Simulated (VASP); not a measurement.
# CuSi64 (a cell with a defect) in VASP: relaxation of the atoms with PBE

Aim: the relaxation of the atoms of CuSi64 (a cell with a defect) with PBE.

All numbers are computed with VASP 6.6.1; they aren't measurements. Logs are shortened: lines on timing, memory, paths and dates and some standing lists are left out, and cuts for length are marked.

## Step 1: Starting point

The cell holds a defect, 65 atoms: a = 10.938 Å, b = 10.938 Å, c = 10.938 Å, α = 90.00°, β = 90.00°, γ = 90.00°.

The cell was built by a generator and needn't be a form met in nature.

## Step 2: Relaxation of the atoms, PBE

File INCAR:

```
  ALGO = Normal
  EDIFF = 1E-6
  EDIFFG = -0.01
  ENCUT = 300
  GGA = PE
  IBRION = 2
  ISIF = 2
  ISMEAR = -1
  LASPH = T
  LCHARG = F
  LREAL = F
  LWAVE = F
  NELM = 60
  NSW = 60
  PREC = Accurate
  SIGMA = 0.05
```

File KPOINTS:

```
k-points
0
Gamma
  2 2 2
```

File POSCAR:

```
CuSi64
1.0
   10.9380000000      0.0000000000      0.0000000000
    0.0000000000     10.9380000000      0.0000000000
    0.0000000000      0.0000000000     10.9380000000
Si Cu
64 1
Direct
    0.5000000000      0.0000000000      0.0000000000
    0.7500000000      0.2500000000      0.0000000000
    0.7500000000      0.0000000000      0.2500000000
    0.0000000000      0.0000000000      0.0000000000
    0.2500000000      0.2500000000      0.0000000000
    0.5000000000      0.5000000000      0.0000000000
    0.7500000000      0.7500000000      0.0000000000
    0.2500000000      0.0000000000      0.2500000000
    0.5000000000      0.2500000000      0.2500000000
    0.7500000000      0.5000000000      0.2500000000
    0.5000000000      0.0000000000      0.5000000000
    0.7500000000      0.2500000000      0.5000000000
    0.7500000000      0.0000000000      0.7500000000
    0.0000000000      0.5000000000      0.0000000000
    0.2500000000      0.7500000000      0.0000000000
    0.0000000000      0.2500000000      0.2500000000
    0.2500000000      0.5000000000      0.2500000000
    0.5000000000      0.7500000000      0.2500000000
    0.0000000000      0.0000000000      0.5000000000
    0.2500000000      0.2500000000      0.5000000000
    0.5000000000      0.5000000000      0.5000000000
    0.7500000000      0.7500000000      0.5000000000
    0.2500000000      0.0000000000      0.7500000000
    0.5000000000      0.2500000000      0.7500000000
    0.7500000000      0.5000000000      0.7500000000
    0.0000000000      0.7500000000      0.2500000000
    0.0000000000      0.5000000000      0.5000000000
    0.2500000000      0.7500000000      0.5000000000
    0.0000000000      0.2500000000      0.7500000000
    0.2500000000      0.5000000000      0.7500000000
    0.5000000000      0.7500000000      0.7500000000
    0.0000000000      0.7500000000      0.7500000000
    0.6250000000      0.1250000000      0.1250000000
    0.8750000000      0.3750000000      0.1250000000
    0.8750000000      0.1250000000      0.3750000000
    0.1250000000      0.1250000000      0.1250000000
    0.3750000000      0.3750000000      0.1250000000
    0.6250000000      0.6250000000      0.1250000000
    0.8750000000      0.8750000000      0.1250000000
    0.3750000000      0.1250000000      0.3750000000
    0.6250000000      0.3750000000      0.3750000000
    0.8750000000      0.6250000000      0.3750000000
    0.6250000000      0.1250000000      0.6250000000
    0.8750000000      0.3750000000      0.6250000000
    0.8750000000      0.1250000000      0.8750000000
    0.1250000000      0.6250000000      0.1250000000
    0.3750000000      0.8750000000      0.1250000000
    0.1250000000      0.3750000000      0.3750000000
    0.3750000000      0.6250000000      0.3750000000
    0.6250000000      0.8750000000      0.3750000000
    0.1250000000      0.1250000000      0.6250000000
    0.3750000000      0.3750000000      0.6250000000
    0.6250000000      0.6250000000      0.6250000000
    0.8750000000      0.8750000000      0.6250000000
    0.3750000000      0.1250000000      0.8750000000
    0.6250000000      0.3750000000      0.8750000000
    0.8750000000      0.6250000000      0.8750000000
    0.1250000000      0.8750000000      0.3750000000
    0.1250000000      0.6250000000      0.6250000000
    0.3750000000      0.8750000000      0.6250000000
    0.1250000000      0.3750000000      0.8750000000
    0.3750000000      0.6250000000      0.8750000000
    0.6250000000      0.8750000000      0.8750000000
    0.1250000000      0.8750000000      0.8750000000
    0.3125000000      0.3125000000      0.3125000000
```

Potentials or basis: VASP PAW PBE potentials, release 64 (Si, Cu).

The run is started by

```console
$ cat potpaw_PBE.64/Si/POTCAR potpaw_PBE.64/Cu/POTCAR > POTCAR
$ mpirun -np 1 vasp_std > vasp.out
```

OUTCAR:

```text
EDIFF = 1E-6
   EDIFFG = -0.01
   ENCUT = 300
   GGA = PE
   IBRION = 2
   ISIF = 2
   ISMEAR = -1
   LASPH = T
   LREAL = F
   NELM = 60
   NSW = 60
   PREC = Accurate

 ion  position               nearest neighbor table
   1  0.500  0.000  0.000-  33 2.37  47 2.37  55 2.37  63 2.37
   2  0.750  0.250  0.000-  33 2.37  34 2.37  45 2.37  56 2.37
   3  0.750  0.000  0.250-  33 2.37  35 2.37  39 2.37  50 2.37
   4  0.000  0.000  0.000-  36 2.37  39 2.37  45 2.37  64 2.37
   5  0.250  0.250  0.000-  36 2.37  37 2.37  55 2.37  61 2.37
   6  0.500  0.500  0.000-  37 2.37  38 2.37  56 2.37  62 2.37
   7  0.750  0.750  0.000-  38 2.37  39 2.37  57 2.37  63 2.37
   8  0.250  0.000  0.250-  36 2.37  40 2.37  47 2.37  58 2.37
   9  0.500  0.250  0.250-  65 2.27  37 2.37  40 2.37  41 2.37  33 2.37
  10  0.750  0.500  0.250-  34 2.37  38 2.37  41 2.37  42 2.37
  11  0.500  0.000  0.500-  40 2.37  43 2.37  50 2.37  60 2.37
  12  0.750  0.250  0.500-  35 2.37  41 2.37  43 2.37  44 2.37
  13  0.750  0.000  0.750-  43 2.37  45 2.37  54 2.37  63 2.37
  14  0.000  0.500  0.000-  34 2.37  46 2.37  57 2.37  61 2.37
  15  0.250  0.750  0.000-  46 2.37  47 2.37  62 2.37  64 2.37
  16  0.000  0.250  0.250-  34 2.37  35 2.37  36 2.37  48 2.37
  17  0.250  0.500  0.250-  65 2.27  46 2.37  48 2.37  49 2.37  37 2.37
[... 32 lines left out ...]
  50  0.625  0.875  0.375-   3 2.37  11 2.37  18 2.37  22 2.37
  51  0.125  0.125  0.625-  19 2.37  20 2.37  23 2.37  29 2.37
  52  0.375  0.375  0.625-  20 2.37  21 2.37  24 2.37  30 2.37
  53  0.625  0.625  0.625-  21 2.37  22 2.37  25 2.37  31 2.37
  54  0.875  0.875  0.625-  13 2.37  19 2.37  22 2.37  32 2.37
[... 8 lines left out ...]
  63  0.625  0.875  0.875-   1 2.37   7 2.37  13 2.37  31 2.37
  64  0.125  0.875  0.875-   4 2.37  15 2.37  23 2.37  32 2.37
  65  0.312  0.312  0.312-   9 2.27  17 2.27  20 2.27  37 2.27  40 2.27  48 2.27

  LATTYP: Found a simple cubic cell.
 ALAT       =    10.9380000000

  Lattice vectors:

 A1 = (  10.9380000000,   0.0000000000,   0.0000000000)
 A2 = (   0.0000000000,  10.9380000000,   0.0000000000)
 A3 = (   0.0000000000,   0.0000000000,  10.9380000000)

Analysis of symmetry for initial positions (statically):
=====================================================================
 Subroutine PRICEL returns:
 Original cell was already a primitive cell.

 Routine SETGRP: Setting up the symmetry group for a
 simple cubic supercell.

 Subroutine GETGRP returns: Found 12 space group operations
 (whereof  6 operations were pure point group operations)
 out of a pool of 48 trial point group operations.

The static configuration has the point symmetry C_3v.
 The point group associated with its full space group is D_3d.

Analysis of symmetry for dynamics (positions and initial velocities):
=====================================================================
 Subroutine PRICEL returns:
 Original cell was already a primitive cell.

 Routine SETGRP: Setting up the symmetry group for a
 simple cubic supercell.

 Subroutine GETGRP returns: Found 12 space group operations
 (whereof  6 operations were pure point group operations)
 out of a pool of 48 trial point group operations.

The dynamic configuration has the point symmetry C_3v.
 The point group associated with its full space group is D_3d.

 Subroutine INISYM returns: Found 12 space group operations
 (whereof  6 operations are pure point group operations),
 and found     1 'primitive' translations

----------------------------------------------------------------------------------------

                                     Primitive cell

  volume of cell :    1308.6206

  direct lattice vectors                    reciprocal lattice vectors
    10.938000000  0.000000000  0.000000000     0.091424392  0.000000000  0.000000000
     0.000000000 10.938000000  0.000000000     0.000000000  0.091424392  0.000000000
     0.000000000  0.000000000 10.938000000     0.000000000  0.000000000  0.091424392

  length of vectors
[... 167 lines left out ...]
  0.500000  0.500000  0.000000      3.000000
  0.500000  0.500000  0.500000      1.000000
   k-points           NKPTS =      4   k-points in BZ     NKDIM =      4   number of bands    NBANDS=    166
   number of dos      NEDOS =    301   number of ions     NIONS =     65
   total plane-waves  NPLWV = 262144
   dimension x,y,z NGX =    64 NGY =   64 NGZ =   64
   dimension x,y,z NGXF=   128 NGYF=  128 NGZF=  128
   ions per type =              64   1
   NGX,Y,Z   is equivalent  to a cutoff of   9.73,  9.73,  9.73 a.u.
   NGXF,Y,Z  is equivalent  to a cutoff of  19.45, 19.45, 19.45 a.u.
 SYSTEM =  unknown system
   PREC   = accura    normal or accurate (medium, high low for compatibility)
   ISTART =      0    job   : 0-new  1-cont  2-samecut
   ICHARG =      2    charge: 1-file 2-atom 10-const
   ISPIN  =      1    spin polarized calculation?
   LNONCOLLINEAR =      F non collinear calculations
   LSORBIT =      F    spin-orbit coupling
   LASPH  =      T    aspherical Exc in radial PAW
   ENCUT  =  300.0 eV  22.05 Ry    4.70 a.u.  15.45 15.45 15.45*2*pi/ulx,y,z
   NELM   =     60;   NELMIN=  2; NELMDL= -5     # of ELM steps
   EDIFF  = 0.1E-05   stopping-criterion for ELM
   LREAL  =      F    real-space projection
   EDIFFG = -.1E-01   stopping-criterion for IOM
   NSW    =     60    number of steps for IOM
   IBRION =      2    ionic relax: 0-MD 1-quasi-New 2-CG
   NFREE  =      1    steps in history (QN), initial steepest desc. (CG)
   ISIF   =      2    stress and relaxation
   ISYM   =      2    0-nonsym 1-usesym 2-fastsym
   POTIM  = 0.5000    time-step for ionic-motion
   TEBEG  =    0.0;   TEEND  =   0.0 temperature during run
   PSTRESS=    0.0 pullay stress
   NELECT =     267.0000    total number of electrons
   NUPDOWN=      -1.0000    fix difference up-down
   EMIN   =  10.00;   EMAX   =-10.00  energy-range for DOS
   EFERMI =   0.00;   METHOD = LEGACY
   ISMEAR =    -1;   SIGMA  =   0.05  broadening in eV -4-tet -1-fermi 0-gaus
   EFERMI_NEDOS =   21; number of points for ismear=-14 and -15
   IALGO  =     38    algorithm
   IMIX   =      4    mixing-type and parameters
     AMIX     =   0.40;   BMIX     =  1.00
     AMIX_MAG =   1.60;   BMIX_MAG =  1.00
  volume/ion in A,a.u.               =      20.13       135.86
  Fermi-wavevector in a.u.,A,eV,Ry     =   0.963771  1.821264 12.637842  0.928855
  Thomas-Fermi vector in A             =   2.093345
   LORBIT       =      0    0 simple, 1 ext, 2 COOP (PROOUT), +10 PAW based schemes
   GGA     = PE    functional components
   LHFCALC =     F    Hartree Fock is set to
   AEXX    =    0.0000 exact exchange contribution
   IVDW    =     0    specifies the selected vdW correction
   LEPSILON=     F    determine dielectric tensor
   LRPA    =     F    only Hartree local field effects (RPA)
 conjugate gradient relaxation of ions
 non-spin polarized calculation
  energy-cutoff  :      300.00
  volume of cell :     1308.62
 maximum number of plane-waves:     15515
 NGX is ok and might be reduce to    64
   NGX = 31   NGY = 31   NGZ = 31

--------------------------------------- Ionic step        1  -------------------------------------------

 number of electron     267.0000035 magnetization

 Free energy of the ion-electron system (eV)
  ---------------------------------------------------
  ext. energy  EPLUGINS =         0.00000000
  ---------------------------------------------------
  free energy    TOTEN  =      -348.55831446 eV

  energy without entropy =     -348.49740403  energy(sigma->0) =     -348.52785924

------------------------ aborting loop because EDIFF is reached ----------------------------------------

  FORCE on cell =-STRESS in cart. coord.  units (eV):
  Direction    XX          YY          ZZ          XY          YZ          ZX
  --------------------------------------------------------------------------------------
  -------------------------------------------------------------------------------------
  Total        5.0756181      5.0756181      5.0756181     -2.0880779     -2.0880779     -2.0880779
  in kB        6.2142076      6.2142076      6.2142076     -2.5564866     -2.5564866     -2.5564866
  external PRESSURE =       6.2142076 kB  Pullay stress =       0.0000000 kB
[... 278 lines left out ...]
  FREE ENERGIE OF THE ION-ELECTRON SYSTEM (eV)
  ---------------------------------------------------
  free  energy   TOTEN  =      -348.9305556182 eV

  energy  without entropy=     -348.8610304878  energy(sigma->0) =     -348.89579305

[... ionic steps 4 to 13 ...]

--------------------------------------- Ionic step       14  -------------------------------------------

 number of electron     267.0000021 magnetization

------------------------ aborting loop because EDIFF is reached ----------------------------------------
[... 193 lines left out ...]
--------------------------------------- Ionic step       16  -------------------------------------------

 number of electron     267.0000021 magnetization

 Free energy of the ion-electron system (eV)
  ---------------------------------------------------
  ext. energy  EPLUGINS =         0.00000000
  ---------------------------------------------------
  free energy    TOTEN  =      -349.03463786 eV

  energy without entropy =     -348.96461763  energy(sigma->0) =     -348.99962775

 E-fermi :   6.2678     XC(G=0):  -9.3991

 val. band max:        6.2280479645   @ k =   0.0000   0.0000   0.0000
 cond. band min:       6.2813509352   @ k =   0.5000   0.0000   0.0000
 fundamental gap:      0.0533029707
 Fermi energy:         6.2677844936

 k-point     1 :       0.0000    0.0000    0.0000
  band No.  band energies     occupation
      1      -6.1720      2.00000
      2      -5.2586      2.00000
      3      -5.0856      2.00000
      4      -5.0856      2.00000
      5      -5.0609      2.00000
      6      -5.0609      2.00000
[... 581 lines left out ...]
    144       7.2288      0.00000
    145       7.2356      0.00000
 [bands above 145 left out]

------------------------ aborting loop because EDIFF is reached ----------------------------------------

  FORCE on cell =-STRESS in cart. coord.  units (eV):
  Direction    XX          YY          ZZ          XY          YZ          ZX
  --------------------------------------------------------------------------------------
  -------------------------------------------------------------------------------------
  Total        2.7584392      2.7584392      2.7584392     -0.2189963     -0.2189963     -0.2189963
  in kB        3.3772269      3.3772269      3.3772269     -0.2681227     -0.2681227     -0.2681227
  external PRESSURE =       3.3772269 kB  Pullay stress =       0.0000000 kB
[... 80 lines left out ...]
  FREE ENERGIE OF THE ION-ELECTRON SYSTEM (eV)
  ---------------------------------------------------
  free  energy   TOTEN  =      -349.0346378638 eV

  energy  without entropy=     -348.9646176338  energy(sigma->0) =     -348.99962775

 reached required accuracy - stopping structural energy minimisation
```

Run time: 70 min. Hardware: 1 thread of Intel Xeon 6975P-C (Granite Rapids), shared host; peak memory 0.74 GiB.

What came out:

- Free energy: -349.0346 eV
- Energy gained by relaxing: 7.3 meV/atom
- Ionic steps: 16
- Largest force after relaxing: 0.005 eV/Å
- Band gap on the k mesh: none (metal or under the smearing width)

Forces in eV/Å, atoms in the order of the input:
```
Si   0.000 -0.003 -0.003
Si  -0.003  0.001 -0.002
Si  -0.003 -0.002  0.001
Si  -0.001 -0.001 -0.001
Si  -0.001 -0.001 -0.004
Si   0.001  0.001  0.005
Si  -0.001 -0.001 -0.005
Si  -0.001 -0.004 -0.001
Si   0.001  0.003  0.003
Si   0.000  0.000 -0.002
Si   0.001  0.005  0.001
Si   0.000 -0.002  0.000
Si  -0.001 -0.005 -0.001
Si  -0.003  0.000 -0.003
Si   0.001 -0.003 -0.002
Si  -0.004 -0.001 -0.001
Si   0.003  0.001  0.003
Si   0.000  0.000 -0.002
Si  -0.003 -0.003  0.000
Si   0.003  0.003  0.001
Si   0.003  0.003  0.003
Si  -0.002 -0.002  0.003
Si   0.001 -0.002 -0.003
Si   0.000 -0.002  0.000
Si  -0.002  0.003 -0.002
Si  -0.002 -0.003  0.001
Si   0.005  0.001  0.001
Si  -0.002  0.000  0.000
Si  -0.002  0.001 -0.003
Si  -0.002  0.000  0.000
Si   0.003 -0.002 -0.002
Si  -0.005 -0.001 -0.001
Si  -0.005 -0.001 -0.001
Si   0.000  0.002  0.000
Si   0.000  0.000  0.002
Si  -0.003 -0.003 -0.003
Si  -0.003 -0.003 -0.001
Si   0.003  0.003  0.000
Si   0.002  0.002 -0.003
Si  -0.003 -0.001 -0.003
Si   0.004  0.001  0.001
Si   0.003  0.002 -0.001
Si   0.003  0.000  0.003
Si   0.003 -0.001  0.002
Si   0.002 -0.003  0.002
Si  -0.001 -0.005 -0.001
Si   0.002  0.000  0.000
Si  -0.001 -0.003 -0.003
Si   0.001  0.004  0.001
Si   0.002  0.003 -0.001
Si  -0.001 -0.001 -0.005
Si   0.001  0.001  0.004
Si   0.001  0.001  0.001
Si   0.001  0.001  0.005
Si   0.002  0.000  0.000
Si   0.002 -0.001  0.003
Si   0.001  0.005  0.001
Si   0.000  0.000  0.002
Si   0.000  0.003  0.003
Si  -0.001  0.003  0.002
Si   0.000  0.002  0.000
Si  -0.001  0.002  0.003
Si   0.005  0.001  0.001
Si  -0.003  0.002  0.002
Cu   0.000  0.000  0.000
```

The path:
```tsv
step	energy change (eV)	largest force (eV/Å)	pressure (GPa)
1	0.0000	1.5547	0.62
2	-0.3706	0.4660	0.42
3	-0.3722	0.4930	0.42
4	-0.4356	0.1829	0.39
5	-0.4481	0.1473	0.38
6	-0.4612	0.0596	0.37
7	-0.4625	0.0801	0.37
8	-0.4664	0.0502	0.36
9	-0.4675	0.0717	0.36
10	-0.4708	0.0661	0.36
11	-0.4722	0.0793	0.36
12	-0.4747	0.0361	0.35
13	-0.4748	0.0453	0.34
14	-0.4760	0.0256	0.34
15	-0.4760	0.0258	0.34
16	-0.4763	0.0048	0.34
```

Final structure:
```xyz
65
Lattice="10.9380 0.0000 0.0000 0.0000 10.9380 0.0000 0.0000 0.0000 10.9380" Properties=species:S:1:pos:R:3 pbc="T T T"
Si    5.4493   10.9127   10.9127
Si    8.2054    2.7323   10.9296
Si    8.2054   10.9296    2.7323
Si    0.0175    0.0175    0.0175
Si    2.7378    2.7378   10.9193
Si    5.5203    5.5203   10.9209
Si    8.2145    8.2145   10.9364
Si    2.7378   10.9193    2.7378
Si    5.5573    2.7014    2.7014
Si    8.2152    5.4711    2.7398
Si    5.5203   10.9209    5.5203
Si    8.2152    2.7398    5.4711
Si    8.2145   10.9364    8.2145
Si   10.9127    5.4493   10.9127
Si    2.7323    8.2054   10.9296
Si   10.9193    2.7378    2.7378
Si    2.7014    5.5573    2.7014
Si    5.4711    8.2152    2.7398
Si   10.9127   10.9127    5.4493
Si    2.7014    2.7014    5.5573
Si    5.4465    5.4465    5.4465
Si    8.1949    8.1949    5.4709
Si    2.7323   10.9296    8.2054
Si    5.4711    2.7398    8.2152
Si    8.1949    5.4709    8.1949
Si   10.9296    8.2054    2.7323
Si   10.9209    5.5203    5.5203
Si    2.7398    8.2152    5.4711
Si   10.9296    2.7323    8.2054
Si    2.7398    5.4711    8.2152
Si    5.4709    8.1949    8.1949
Si   10.9364    8.2145    8.2145
Si    6.8534    1.3159    1.3159
Si    9.5590    4.0965    1.3652
Si    9.5590    1.3652    4.0965
Si    1.3898    1.3898    1.3898
Si    4.1349    4.1349    1.2790
Si    6.8615    6.8615    1.3870
Si    9.5794    9.5794    1.3653
Si    4.1349    1.2790    4.1349
Si    6.8549    4.0985    4.0985
Si    9.5689    6.8447    4.1039
Si    6.8615    1.3870    6.8615
Si    9.5689    4.1039    6.8447
Si    9.5794    1.3653    9.5794
Si    1.3159    6.8534    1.3159
Si    4.0965    9.5590    1.3652
Si    1.2790    4.1349    4.1349
Si    4.0985    6.8549    4.0985
Si    6.8447    9.5689    4.1039
Si    1.3159    1.3159    6.8534
Si    4.0985    4.0985    6.8549
Si    6.8187    6.8187    6.8187
Si    9.5598    9.5598    6.8378
Si    4.0965    1.3652    9.5590
Si    6.8447    4.1039    9.5689
Si    9.5598    6.8378    9.5598
Si    1.3652    9.5590    4.0965
Si    1.3870    6.8615    6.8615
Si    4.1039    9.5689    6.8447
Si    1.3652    4.0965    9.5590
Si    4.1039    6.8447    9.5689
Si    6.8378    9.5598    9.5598
Si    1.3653    9.5794    9.5794
Cu    3.4181    3.4181    3.4181
```

Caveat: the cutoff is under 1.25 times the usual one of these potentials, so pressure, stress and relaxed cells hold a basis-set (Pulay) error.
